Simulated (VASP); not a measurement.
Energy against volume of Ni (fcc). Computed with PBEsol GGA, VASP's PBE PAW potentials (set 64) (plane waves; VASP). Run with 520 eV cut-off, 18×18×18 Γ-centred mesh, first-order Methfessel-Paxton smearing of 0.10 eV, potentials Ni.

```csv
V (Å³/atom),E (eV/atom)
9.745,-6.10670
10.056,-6.12991
10.367,-6.13718
10.678,-6.13108
```

Problem. Fit these four points and predict the energy of the run at 10.989 Å³/atom.

Solution. A cubic in V^(−2/3), the third-order Birch-Murnaghan form, passes through the four points with V0 = 10.37 Å³/atom and B0 = 229 GPa, and gives -6.1138 eV/atom there. The run gave -6.1138 eV/atom, -0.0 meV/atom from the fit; all five points give B0 = 228 GPa.

The compound is Ni in the fcc structure. It was relaxed first.
